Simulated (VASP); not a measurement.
# Conduction-valley splitting and gap of silicon under biaxial (001) strain at TB-mBJ with spin-orbit coupling

Unstrained silicon has six equal conduction valleys, yet stretching it in the (001) plane puts its electrons into two of them, and squeezing it puts them into the other four. For a transistor channel in that plane the two valleys along [001] are the useful ones, because their mass for motion in the plane is light.

The brief is a silicon layer whose [001] valleys lie at least 0.10 eV below the [100] valleys, whose gap stays at or above 0.90 eV, and whose strain is as small as these two demands allow, since a strained layer relaxes through dislocations more readily as the strain grows. The splitting is the [100] valley less the [001] valley. The gap is the lower of the two, counted from the valence-band top at the zone centre.

## Method

The start is a typed prototype cell. The crystal was relaxed with LDA. Equal strain is imposed in the (001) plane; the strain along the normal is adjusted until the normal stress vanishes, and the atoms are relaxed with LDA. VASP 6.6.1, plane waves with PAW, cutoff 450 eV, no spin polarisation. Band edges are single points at TB-mBJ with spin-orbit coupling on these cells, k mesh 8×8×8, read on short lines of k points at the zone centre and through the valleys; energies are counted from the valence-band top at the zone centre.  All levels use the PAW data sets made with LDA.

Notes on method and selection:

- A valley's energy from the valence-band top holds the shift of that top as well as the shift of the valley.
- The TB-mBJ parameter c is fixed anew from the density of each cell, so it changes along the series.
- Runs that did not converge, have known faults or may not be shown are not listed, and runs on Ansatz's PAW sets soft_1 and soft_2 are kept to separate tables.

Columns:

- strain (%): strain in the plane (tension positive).
- splitting (eV): valley along [100] less valley along [001].
- Δ [001] (eV): minimum of the conduction band along Γ–X in the [001] direction.
- Δ [100] (eV): minimum of the conduction band along Γ–X in the [100] direction.
- L [111] (eV): conduction level at L along [111].
- Γ level (eV): lowest conduction level at Γ.

Input lines of one member:

```
PREC = Accurate
ENCUT = 450
EDIFF = 1E-06
NELM = 150
ISMEAR = 0
SIGMA = 0.02
LREAL = .FALSE.
ALGO = Normal
METAGGA = MBJ
LASPH = .TRUE.
LNONCOLLINEAR = .TRUE.
NBANDS = 18
GGA_COMPAT = .FALSE.
LSORBIT = .TRUE.
KPAR = 2
```

Command (options for logging and memory left out): `mpirun -np 2 vasp_ncl`

## Numbers

| member | strain (%) | splitting (eV) | Δ [001] (eV) | Δ [100] (eV) | L [111] (eV) | Γ level (eV) |
| --- | --- | --- | --- | --- | --- | --- |
| −2 % | −2.0 | −0.326 | 1.291 | 0.965 | 2.178 | 3.061 |
| −1.5 % | −1.5 | −0.244 | 1.275 | 1.030 | 2.210 | 3.092 |
| −1 % | −1.0 | −0.163 | 1.258 | 1.095 | 2.234 | 3.123 |
| −0.5 % | −0.5 | −0.081 | 1.239 | 1.158 | 2.248 | 3.152 |
| 0 % | 0.0 | 0.000 | 1.220 | 1.220 | 2.255 | 3.177 |
| +0.5 % | 0.5 | 0.081 | 1.141 | 1.222 | 2.195 | 3.130 |
| +1 % | 1.0 | 0.161 | 1.055 | 1.216 | 2.122 | 3.067 |
| +1.5 % | 1.5 | 0.243 | 0.967 | 1.210 | 2.043 | 2.999 |
| +2 % | 2.0 | 0.324 | 0.880 | 1.204 | 1.961 | 2.932 |

Least-squares fits to the whole series, with x = strain (%); R² and errors in the fitted variable (y, or ln y where the fit is in ln y):

| y | members | fit | R² | rms residual | leave-one-out rms | the same for the mean of the others |
| --- | --- | --- | --- | --- | --- | --- |
| splitting (eV) | 9 | y = −5.5556×10⁻⁴ + 0.16237 x | 1.00 | 5.0×10⁻⁴ | 6.4×10⁻⁴ | 0.24 |
| Δ [001] (eV) | 9 | y = 1.147 − 0.1024 x | 0.90 | 0.045 | 0.061 | 0.16 |

## Why the values move as they do

Under tension the pair of valleys along [001] is lowest; under compression the four along [100] and [010] are. The splitting follows a straight line through zero, with a slope of 0.162 eV per % of in-plane strain. The L level stays more than 1 eV above the lowest valley in every row.

The simplest formula is E[100] − E[001] = Ξᵤ(ε∥ − ε⊥), where ε∥ is the strain in the plane, ε⊥ that along the normal and Ξᵤ the deformation potential. With the normal stress released, ε⊥ has the opposite sign to ε∥ and is somewhat smaller in size. Per unit of ε∥ instead of per %, the slope is 0.162 × 100 = 16.2 eV, so Ξᵤ must exceed 16.2 / 2 = 8.1 eV.

A nearest-neighbour orbital model gives the sign. Near X along [001] the conduction state is an antibonding mixture of s and p_z. In-plane tension tilts the bonds away from the normal, which weakens this s–p_z coupling and lowers the antibonding level. Along [100] the change of bond angle strengthens the corresponding coupling and so pushes that level up relative to the [001] one. The bonds also lengthen slightly, but this acts on both kinds of valley nearly alike and largely cancels in the splitting.

The separate valley energies are not straight lines. From 0 to +2 % the [001] valley changes by (0.880 − 1.220) / 2.0 = −0.170 eV per %, but from −2 % to 0 by only (1.220 − 1.291) / 2.0 = −0.036 eV per %. The reference level causes most of this kink: strain of either sign splits the valence-band top, and its upper branch moves towards the conduction band. The L level, whose valleys stay equivalent under this strain, also peaks at zero strain. Both valleys are counted from the same top, so its shift cancels in the splitting.

## Exceptions

Largest departures from the fit to the whole series:

| member | splitting (eV) | fit | computed − fit | in rms residuals |
| --- | --- | --- | --- | --- |
| +1 % | 0.161 | 0.162 | −0.001 | 1.6 |
| −0.5 % | −0.081 | −0.082 | +0.001 | 1.5 |
| −2 % | −0.326 | −0.325 | −0.001 | 1.4 |
| 0 % | 0.000 | −0.001 | +0.001 | 1.1 |

In the splitting, the largest departure from the line is 0.001 eV, which is the printed rounding, and all nine rows can be used.

The straight line through the [001] valley energies is a different matter. It beats the mean of the other members (leave-one-out error 0.061 against 0.16 eV), but its misses have a pattern: the unstrained row lies 1.220 − 1.147 = 0.073 eV above it, while both ends lie about 0.06 eV below. That is the kink at zero strain, not a fault in the unstrained row. Estimates of the gap should therefore use neighbouring rows on the same side of zero. The TB-mBJ parameter c also changes from cell to cell and may add a little to the slopes of the separate levels.

## Selection

The four compressed rows fail because their splitting is negative, and the unstrained row because it is zero. At +0.5 % the splitting is 0.081 eV, short of 0.10 eV. At +2 % the gap is 0.880 eV, below the floor of 0.90 eV. Two rows remain: +1 %, with a splitting of 0.161 eV and a gap of 1.055 eV, and +1.5 %, with 0.243 and 0.967 eV.

For the device, the splitting S matters through the share of electrons left in the four in-plane valleys:

f = 2e / (1 + 2e), with e = exp(−S / kT) and kT = 0.026 eV at 300 K.

The factor 2 is the ratio of four valleys to two. The formula assumes dilute carriers and the same density of states in each valley. It gives about 8 % at +0.5 %, 0.4 % at +1 % and 0.02 % at +1.5 %. The step from +1 % to +1.5 % thus gains almost nothing in population and costs 1.055 − 0.967 = 0.088 eV of gap.

The pick is +1 %, the smaller strain of the two; +1.5 % is the runner-up.

TB-mBJ gaps of simple semiconductors are typically off by roughly 0.1 to 0.2 eV. The pick has a margin of 1.055 − 0.90 = 0.155 eV, so it survives an overestimate of 0.1 eV but not one of 0.2 eV; the runner-up, with a margin of 0.967 − 0.90 = 0.067 eV, survives neither. For the splitting an error of roughly 10 % is a reasonable allowance. It would lower the splitting to 0.161 × 0.9 = 0.145 eV and raise f to about 0.8 %, still well inside the brief.

A demand for a splitting of 0.2 eV would hand the choice to +1.5 %. A finer set of strains would move it the other way, since the fitted line reaches 0.10 eV at 0.10 / 0.162 = 0.62 %.

## Rules of thumb and their limits

Between −2 and +2 % the sign of the strain decides which valleys are lowest, and the splitting is proportional to the strain. The gap shrinks for either sign.

Two omitted effects matter for a device, though both should be smaller than the range of the gap in this series, 1.220 − 0.880 = 0.340 eV. Confinement in a layer about 5 nm thick adds some tens of meV to the splitting under tension, because the [001] valleys are heavy along the normal and rise less. Warming to room temperature typically lowers a semiconductor gap by some hundredths of an eV, which uses up part of the pick's margin.

[Logs are printed without paths, hosts, clocks, repeated set-up lines and the standing remarks that a program may print on its own settings, such as how far it seeks lower states.]
